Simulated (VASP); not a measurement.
# KCl (Sylvite): GW quasiparticle gap

Wanted: how far GW moves the Kohn-Sham levels of KCl (Sylvite). The cell is of the rock-salt type, one of the forms listed for this formula. The start is a cell from a database of measured crystal structures.

Main program and level: VASP 6.6.1; PBE; plane waves and PAW (K_sv_GW, Cl_GW), in the first sound run; inputs show where later runs differ.

### 1. Set-up

Symmetry: Fm-3m, No. 225, cubic system. Conventional cell: a = 6.293 Å, b = 6.293 Å, c = 6.293 Å, α = 90.00°, β = 90.00°, γ = 90.00°. Nearest to K lie 6 Cl at 3.15 Å. Cl has 6 K at 3.15 Å nearest. Farther neighbours and most contacts between anions are not listed.

Coordinates:

```xyz
2
Lattice="0.0000 3.1465 3.1465 3.1465 0.0000 3.1465 3.1465 3.1465 0.0000" Properties=species:S:1:pos:R:3 pbc="T T T"
K     0.0000    0.0000    0.0000
Cl    3.1465    3.1465    3.1465
```

### 2. Ground state

The orbitals come from a self-consistent PBE run with a tight EDIFF and a narrow smearing. KPOINTS_OPT adds the bands along a path, which shows whether the mesh holds the band edges.

The input, INCAR:

```
SYSTEM = KCl
PREC = Accurate
ENCUT = 300
EDIFF = 1E-08
NELM = 100
ISMEAR = 0
SIGMA = 0.01
LREAL = .FALSE.
ALGO = Normal
GGA = PE
NBANDS = 14
LORBIT = 11
LWAVE = .TRUE.
LCHARG = .FALSE.
KPAR = 8
```

The input, POSCAR:

```
KCl
1.0
    0.0000000000      3.1464700000      3.1464700000
    3.1464700000      0.0000000000      3.1464700000
    3.1464700000      3.1464700000      0.0000000000
K Cl
1 1
Direct
    0.0000000000      0.0000000000      0.0000000000
    0.5000000000      0.5000000000      0.5000000000
```

The input, KPOINTS:

```
Automatic mesh
0
Gamma
4 4 4
0 0 0
```

The input, KPOINTS_OPT:

```
Line mode
12
Line-mode
Reciprocal
  0.00000000   0.00000000   0.00000000 GAMMA
  0.50000000   0.00000000   0.50000000 X

  0.50000000   0.00000000   0.50000000 X
  0.50000000   0.25000000   0.75000000 W

  0.50000000   0.25000000   0.75000000 W
  0.37500000   0.37500000   0.75000000 K

  0.37500000   0.37500000   0.75000000 K
  0.00000000   0.00000000   0.00000000 GAMMA

  0.00000000   0.00000000   0.00000000 GAMMA
  0.50000000   0.50000000   0.50000000 L

  0.50000000   0.50000000   0.50000000 L
  0.62500000   0.25000000   0.62500000 U

  0.62500000   0.25000000   0.62500000 U
  0.50000000   0.25000000   0.75000000 W

  0.50000000   0.25000000   0.75000000 W
  0.50000000   0.50000000   0.50000000 L

  0.50000000   0.50000000   0.50000000 L
  0.37500000   0.37500000   0.75000000 K

  0.62500000   0.25000000   0.62500000 U
  0.50000000   0.00000000   0.50000000 X
```

PAW data sets: K_sv_GW and Cl_GW (PBE family, release 64).

Command:

```
> mpirun -np 8 vasp_std
```

Log:

```text
[banner, memory and clock lines left out]
running    8 mpi-ranks, on    1 nodes
 distrk:  each k-point on    1 cores,    8 groups
 distr:  one band on    1 cores,    1 groups

 POSCAR found type information on POSCAR K Cl
 POSCAR found :  2 types and       2 ions
|                                                                             |
|           W    W    AA    RRRRR   N    N  II  N    N   GGGG   !!!           |
|           W    W   A  A   R    R  NN   N  II  NN   N  G    G  !!!           |
|           W    W  A    A  R    R  N N  N  II  N N  N  G       !!!           |
|           W WW W  AAAAAA  RRRRR   N  N N  II  N  N N  G  GGG   !            |
|           WW  WW  A    A  R   R   N   NN  II  N   NN  G    G                |
|           W    W  A    A  R    R  N    N  II  N    N   GGGG   !!!           |
|                                                                             |
|     For optimal performance we recommend to set                             |
|       NCORE = 2 up to number-of-cores-per-socket                            |
|     NCORE specifies how many cores store one orbital (NPAR=cpu/NCORE).      |
|     This setting can greatly improve the performance of VASP for DFT.       |
|     The default, NCORE=1 might be grossly inefficient on modern             |
|     multi-core architectures or massively parallel machines. Do your        |
|     Unfortunately you need to use the default for GW and RPA                |
|     calculations (for HF NCORE is supported but not extensively tested      |
|     yet).                                                                   |
|                                                                             |

 LDA part: xc-table for (Slater+PW92), standard interpolation
 POSCAR, INCAR and KPOINTS ok, starting setup
 FFT: planning ... GRIDC
 FFT: planning ... GRID_SOFT
 FFT: planning ... GRID
 WAVECAR not read
 entering main loop
       N       E                     dE             d eps       ncg     rms          rms(c)
DAV:   1     0.116913615168E+03    0.11691E+03   -0.46821E+03   224   0.648E+02
DAV:   2    -0.423835907437E+00   -0.11734E+03   -0.10594E+03   346   0.276E+02
DAV:   3    -0.954956536553E+01   -0.91257E+01   -0.90768E+01   338   0.837E+01
DAV:   4    -0.974390414519E+01   -0.19434E+00   -0.19409E+00   292   0.112E+01
DAV:   5    -0.975190382556E+01   -0.79997E-02   -0.79991E-02   340   0.258E+00    0.319E+00
DAV:   6    -0.931882486816E+01    0.43308E+00   -0.59639E-01   310   0.491E+00    0.246E+00
DAV:   7    -0.926938950835E+01    0.49435E-01   -0.17772E-01   352   0.286E+00    0.130E+00
DAV:   8    -0.927309307926E+01   -0.37036E-02   -0.14320E-02   262   0.115E+00    0.159E-01
DAV:   9    -0.927395724162E+01   -0.86416E-03   -0.26205E-03   340   0.452E-01    0.757E-02
DAV:  10    -0.927410448233E+01   -0.14724E-03   -0.29634E-04   284   0.164E-01    0.176E-02
DAV:  11    -0.927410343609E+01    0.10462E-05   -0.11649E-05   340   0.348E-02    0.104E-02
DAV:  12    -0.927410343797E+01   -0.18774E-08   -0.62348E-06   260   0.228E-02    0.889E-03
DAV:  13    -0.927410081679E+01    0.26212E-05   -0.34130E-06   284   0.120E-02    0.198E-03
DAV:  14    -0.927410069119E+01    0.12560E-06   -0.60165E-07   276   0.644E-03    0.210E-03
DAV:  15    -0.927410073261E+01   -0.41422E-07   -0.89196E-08   294   0.260E-03    0.428E-04
DAV:  16    -0.927410071860E+01    0.14013E-07   -0.54625E-09   202   0.565E-04    0.139E-04
DAV:  17    -0.927410073883E+01   -0.20233E-07   -0.11088E-09   166   0.437E-04    0.858E-05
DAV:  18    -0.927410073829E+01    0.54160E-09   -0.32481E-10   136   0.251E-04
   1 F= -.92741007E+01 E0= -.92741007E+01  d E =-.124826E-55
 Start KPOINTS_OPT (optional k-point list driver)
k-point batch [1-8\120]
       N       E                     dE             ncg
DAV:   1    -0.241741446116E+03   -0.12177E+04      224
DAV:   2    -0.113971116120E+04   -0.89797E+03      316
DAV:   3    -0.122845542755E+04   -0.88744E+02      342
DAV:   4    -0.123067298706E+04   -0.22176E+01      284
DAV:   5    -0.123073994861E+04   -0.66962E-01      318
DAV:   6    -0.123074096530E+04   -0.10167E-02      290
DAV:   7    -0.123074099446E+04   -0.29160E-04      330
DAV:   8    -0.123074099485E+04   -0.38452E-06      290
DAV:   9    -0.123074099485E+04   -0.62269E-08      232
[...]
k-point batch [113-120\120]
       N       E                     dE             ncg
DAV:   1    -0.298415129400E+03   -0.34933E+04      224
DAV:   2    -0.118997678028E+04   -0.89156E+03      368
DAV:   3    -0.124225013103E+04   -0.52273E+02      350
DAV:   4    -0.124300349882E+04   -0.75337E+00      274
DAV:   5    -0.124305209989E+04   -0.48601E-01      370
DAV:   6    -0.124305261537E+04   -0.51548E-03      310
DAV:   7    -0.124305263187E+04   -0.16502E-04      364
DAV:   8    -0.124305263210E+04   -0.22681E-06      304
DAV:   9    -0.124305263210E+04   -0.52103E-08      272
 writing wavefunctions
```

It took 4 s on 8 MPI ranks of Intel Xeon 6975P-C (Granite Rapids), shared host; peak memory 1.2 GiB.

Lines that name or quote the potential files are left out of all logs, and their timing lines are given in words.

From OUTCAR (step 2):

```text
ion  position               nearest neighbor table
   1  0.000  0.000  0.000-
   2  0.500  0.500  0.500-

  LATTYP: Found a face centered cubic cell.
 ALAT       =     6.2929400000

 Subroutine GETGRP returns: Found 48 space group operations
 (whereof 48 operations were pure point group operations)

The static configuration has the point symmetry O_h .

 Found      8 irreducible k-points:

   k-points           NKPTS =      8   k-points in BZ     NKDIM =      8   number of bands    NBANDS=     14

   dimension x,y,z NGX =    28 NGY =   28 NGZ =   28
   dimension x,y,z NGXF=    56 NGYF=   56 NGZF=   56

   ENCUT  =  300.0 eV  22.05 Ry    4.70 a.u.   6.28  6.28  6.28*2*pi/ulx,y,z

   NELECT =      16.0000    total number of electrons

 k-points in reciprocal lattice and weights: Automatic mesh
   0.00000000  0.00000000  0.00000000       0.016
   0.25000000  0.00000000  0.00000000       0.125
   0.50000000  0.00000000  0.00000000       0.062
   0.25000000  0.25000000  0.00000000       0.094
   0.50000000  0.25000000  0.00000000       0.375
  -0.25000000  0.25000000  0.00000000       0.188
   0.50000000  0.50000000  0.00000000       0.047
  -0.25000000  0.50000000  0.25000000       0.094

 average (electrostatic) potential at core
       1 -81.0288       2 -83.6950

 E-fermi :  -0.5279

 k-point     1 :       0.0000    0.0000    0.0000
  band No.  band energies     occupation
    ...
      4     -11.2955      2.00000
      5     -11.2955      2.00000
      6      -0.6376      2.00000
      7      -0.6376      2.00000
      8      -0.6376      2.00000
      9       4.5521      0.00000
     10       7.7321      0.00000
     11       7.7321      0.00000
     12       7.7321      0.00000
     13       8.5938      0.00000
    ...

 k-point     2 :       0.2500    0.0000    0.0000
  band No.  band energies     occupation
    ...
      4     -11.3002      2.00000
      5     -11.1695      2.00000
      6      -1.2236      2.00000
      7      -0.8061      2.00000
      8      -0.8061      2.00000
      9       5.8064      0.00000
     10       7.5226      0.00000
     11       8.4768      0.00000
     12       8.4768      0.00000
     13       9.3780      0.00000
    ...

 k-point     3 :       0.5000    0.0000    0.0000
  band No.  band energies     occupation
    ...
      4     -11.3048      2.00000
      5     -11.0554      2.00000
      6      -1.6904      2.00000
      7      -0.9632      2.00000
      8      -0.9632      2.00000
      9       6.9416      0.00000
     10       7.9651      0.00000
     11       9.8583      0.00000
     12       9.8583      0.00000
     13      10.7067      0.00000
    ...

  Total        0.1858058      0.1858058      0.1858058     -0.0000000      0.0000000     -0.0000000
  in kB        4.7782527      4.7782527      4.7782527     -0.0000000      0.0000000     -0.0000000
  external PRESSURE =       4.7782527 kB  Pullay stress =       0.0000000 kB

  energy-cutoff  :      300.00
  volume of cell :       62.30
      direct lattice vectors                 reciprocal lattice vectors
     0.000000000  3.146470000  3.146470000    -0.158908237  0.158908237  0.158908237
     3.146470000  0.000000000  3.146470000     0.158908237 -0.158908237  0.158908237
     3.146470000  3.146470000  0.000000000     0.158908237  0.158908237 -0.158908237

 POSITION                                       TOTAL-FORCE (eV/Angst)
 -----------------------------------------------------------------------------------
      0.00000      0.00000      0.00000        -0.000000      0.000000      0.000000
      3.14647      3.14647      3.14647         0.000000     -0.000000     -0.000000
 -----------------------------------------------------------------------------------
    total drift:                                0.000000      0.000000      0.000000

  FREE ENERGIE OF THE ION-ELECTRON SYSTEM (eV)
  ---------------------------------------------------
  free  energy   TOTEN  =        -9.2741007383 eV

  energy  without entropy=       -9.2741007383  energy(sigma->0) =       -9.27410074

 total charge
# of ion       s       p       d       tot
------------------------------------------
    1        2.128   5.851   0.058   8.037
    2        1.574   3.529   0.001   5.103
--------------------------------------------------
tot          3.701   9.380   0.059  13.140

[... 3 further parts left out ...]
```

This step gave:

```
free energy (TOTEN)               : -9.274 eV
Fermi energy                      : -0.5279 eV
pressure                          : 0.4778 GPa
least gap on mesh and path        : 5.190 eV
least direct gap on mesh and path : 5.190 eV
```

The highest empty bands on the path are converged less tightly, to about 0.1 eV. Electronic bands along the path, in eV, zero at the valence-band top; v1 is the highest filled band, c1 the lowest empty one:

```csv
point,v3,v2,v1,c1,c2,c3,c4
Γ,0.00,0.00,0.00,5.19,8.37,8.37,8.37
0.45 of the way,-0.58,-0.11,-0.11,6.45,7.37,9.60,9.61
X,-0.66,-0.22,-0.22,6.53,8.34,10.06,10.19
0.45 of the way,-0.62,-0.34,-0.29,6.88,8.73,9.45,10.36
W,-0.49,-0.47,-0.47,8.03,8.03,9.45,9.85
0.45 of the way,-0.53,-0.53,-0.35,7.52,8.64,9.35,9.98
K,-0.56,-0.55,-0.29,7.28,9.07,9.31,10.07
0.45 of the way,-0.75,-0.27,-0.23,7.11,7.99,9.34,9.95
Γ,0.00,0.00,0.00,5.19,8.37,8.37,8.37
0.55 of the way,-0.66,-0.19,-0.19,6.62,8.17,9.25,9.25
L,-1.05,-0.33,-0.33,7.58,8.60,10.50,10.50
0.55 of the way,-0.86,-0.41,-0.32,7.75,8.46,10.07,10.38
U,-0.56,-0.55,-0.29,7.28,9.07,9.31,10.07
0.45 of the way,-0.54,-0.53,-0.34,7.45,8.75,9.34,10.01
W,-0.49,-0.47,-0.47,8.03,8.03,9.45,9.85
0.55 of the way,-0.87,-0.39,-0.33,7.81,8.38,10.15,10.18
L,-1.05,-0.33,-0.33,7.58,8.60,10.50,10.50
0.45 of the way,-0.91,-0.38,-0.32,7.74,8.47,10.17,10.55
K,-0.56,-0.55,-0.29,7.28,9.07,9.31,10.07
jump to U,-0.56,-0.55,-0.29,7.28,9.07,9.31,10.07
0.45 of the way,-0.63,-0.34,-0.25,6.78,8.65,9.65,10.40
X,-0.66,-0.22,-0.22,6.53,8.34,10.06,10.19
```

Of the projections kept (K, Cl), the largest for each band there; the rest of the weight can lie on other orbitals:

```csv
point,v3,v2,v1,c1,c2,c3,c4
Γ,Cl 0.99,Cl 0.99,Cl 0.99,K 0.83,K 0.88,K 0.88,K 0.88
X,Cl 0.93,Cl 0.97,Cl 0.97,K 0.86,K 0.89,Cl 0.83,K 0.88
W,Cl 0.93,Cl 0.95,Cl 0.95,K 0.69,K 0.69,K 0.88,K 0.85
K,Cl 0.94,Cl 0.93,Cl 0.96,K 0.75,K 0.54,K 0.85,K 0.88
Γ,Cl 0.99,Cl 0.99,Cl 0.99,K 0.83,K 0.88,K 0.88,K 0.88
L,Cl 0.86,Cl 0.96,Cl 0.96,Cl 0.58,K 0.66,K 0.93,K 0.93
```

The electronic bands as a text plot (rows in eV, shown from -1.1 to 8.4 only):

```
    8.2 |++      +   ++    +++ +++++++++          +++
    7.8 |  ++  ++    ++   ++  +           ++++   +  ++++ ++++
    7.4 |     +        +++  +           ++    +++       +    +
    7.0 |    ++     +        +         +                      +
    6.6 |      +++++          +       +                        ++
    6.2 |   +
    5.8 |  +                   +    ++
    5.4 |++                     ++ +
    5.0 |                         +
    4.6 |
    4.2 |
    3.9 |
    3.5 |
    3.1 |
    2.7 |
    2.3 |
    1.9 |
    1.5 |
    1.1 |
    0.7 |
    0.3 |
   -0.1 |**********          ***********                       **
   -0.5 |  **    ************ **     ** *************************
   -0.9 |    ****         ****         ********     *********
         Γ       X    W  K        Γ      L     U  W     L   K|U X
```

The cell has a gap of 5.19 eV on mesh and path.

### 3. Empty bands, functional PBE

The next step needs empty bands that the ground-state run didn't converge, so the Hamiltonian is diagonalised exactly for NBANDS bands, in a single step. LOPTICS writes the k-derivatives of the orbitals (WAVEDER), which give the long-wavelength limit of the screening.

The input, INCAR:

```
SYSTEM = KCl
PREC = Accurate
ENCUT = 300
ISMEAR = 0
SIGMA = 0.01
LREAL = .FALSE.
GGA = PE
NBANDS = 408
ALGO = Exact
NELM = 1
LWAVE = .TRUE.
LCHARG = .FALSE.
LOPTICS = .TRUE.
NEDOS = 1000
CSHIFT = 0.1
```

POSCAR is that of step 2.

KPOINTS is that of step 2.

Command:

```
> mpirun -np 8 vasp_std
```

Log:

```text
[banner, memory and clock lines left out]
running    8 mpi-ranks, on    1 nodes
 distrk:  each k-point on    8 cores,    1 groups
 distr:  one band on    1 cores,    8 groups

 POSCAR found type information on POSCAR K Cl
 POSCAR found :  2 types and       2 ions
 [... a notice as in an earlier step ...]

 LDA part: xc-table for (Slater+PW92), standard interpolation
 found WAVECAR, reading the header
  number of bands has changed, file:    14 present:   408
  trying to continue reading WAVECAR, but it might fail
 POSCAR, INCAR and KPOINTS ok, starting setup
 FFT: planning ... GRIDC
 FFT: planning ... GRID_SOFT
 FFT: planning ... GRID
 reading WAVECAR
 random initialization beyond band           14
 the WAVECAR file was read successfully
 initial charge from wavefunction
 entering main loop
       N       E                     dE             d eps       ncg     rms          rms(c)
DIA:   1    -0.927410073773E+01   -0.92741E+01    0.00000E+00     0   0.000E+00
   1 F= -.92741007E+01 E0= -.92741007E+01  d E =-.301785-167
 writing wavefunctions
 optical routines
 imaginary and real dielectric function
 recalculating local potential from charge density
 direction            1
 direction            2
 direction            3
```

Elapsed: 2.2 s, on 8 MPI ranks; peak memory 1 GiB; 13 s of CPU time.

From OUTCAR (step 3):

```text
The static configuration has the point symmetry O_h .

 Found      8 irreducible k-points:

   k-points           NKPTS =      8   k-points in BZ     NKDIM =      8   number of bands    NBANDS=    408

   NELECT =      16.0000    total number of electrons

 E-fermi :  -0.4433

 k-point     3 :       0.5000    0.0000    0.0000
  band No.  band energies     occupation
    ...
      4     -11.3048      2.00000
      5     -11.0554      2.00000
      6      -1.6903      2.00000
      7      -0.9632      2.00000
      8      -0.9632      2.00000
      9       6.9416      0.00000
     10       7.9651      0.00000
     11       9.8583      0.00000
     12       9.8583      0.00000
     13      10.7067      0.00000
    ...

  Total        0.1857794      0.1857794      0.1857794      0.0000000     -0.0000000      0.0000000
  in kB        4.7775732      4.7775732      4.7775732      0.0000000     -0.0000000      0.0000000
  external PRESSURE =       4.7775732 kB  Pullay stress =       0.0000000 kB

 POSITION                                       TOTAL-FORCE (eV/Angst)
 -----------------------------------------------------------------------------------
      0.00000      0.00000      0.00000        -0.000000      0.000000     -0.000000
      3.14647      3.14647      3.14647         0.000000     -0.000000      0.000000
 -----------------------------------------------------------------------------------
    total drift:                                0.000000      0.000000      0.000000

  FREE ENERGIE OF THE ION-ELECTRON SYSTEM (eV)
  ---------------------------------------------------
  free  energy   TOTEN  =        -9.2741007377 eV

  energy  without entropy=       -9.2741007377  energy(sigma->0) =       -9.27410074

 plasma frequency squared (from intraband transitions) (eV^2)
  --------------------------------------------------------------------------------------
       0.000      -0.000      -0.000
      -0.000       0.000      -0.000
       0.000       0.000       0.000

[... 13 parts as in an earlier step ...]
```

The gap is read on the k-mesh alone, so it is an upper bound where the band edges lie off the mesh.

A gap read on the k-mesh alone can miss the band edges.

Numbers from this step:

* gap on the k-mesh: 5.190 eV
* least direct gap on the k-mesh: 5.190 eV

WAVECAR now holds 408 bands for 16 electrons. Its independent-particle dielectric tensor has xx, yy, zz = 2.6, 2.6, 2.6 on this mesh, which isn't tested for convergence in mesh or bands and lacks local fields.

[end of part 1 of 5]

[Lines on the potential files, build, host, timing and source positions are cut from VASP's logs without a mark.]

[Logs are printed without paths, hosts, clocks, repeated set-up lines and the standing remarks that a program may print on its own settings, such as how far it seeks lower states.]

[Hosts, paths, dates, database ids (printed as entryN), source tags and the programs' standing remarks are cut or masked in the printed files.]

[Pressures printed for these runs are not shown converged in the cutoff: they can be off by several GPa and have the wrong sign.]
